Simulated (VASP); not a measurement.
# Al (relaxed from the diamond structure, space group Fd-3m): computed properties

The numbers are results of PBEsol GGA, VASP's PBE PAW potentials (set 64) (plane waves; VASP), not measurements.

```
Property                                                              Result
----------------------------------  ----------------------------------------
space group                                                      Fd-3m (227)
cell                                a = b = c = 5.9893 Å, α = β = γ = 90.00°
volume per atom                                               26.86 Å^3/atom
band gap (over mesh and band path)  none (metal, semimetal or under 0.01 eV)
density                                                           1.67 g/cm³
```

Space group Fd-3m, origin choice 1 (No. 227); a = 5.989 Å, b = 5.989 Å, c = 5.989 Å, α = 90.00°, β = 90.00°, γ = 90.00°

```json
[
 {"atom": "Al", "site": "8a", "symmetry": "-43m", "x": "0.0000", "y": "0.0000", "z": "0.0000"}
]
```
(The calculation used a cell of 2 atoms; values per cell refer to that cell.)

The structure was generated: Al was put into the diamond type (Fd-3m), which need not be its known phase. It was relaxed first, which changed the volume by +29 %. Symmetry was kept, so distortions that lower it aren't found.
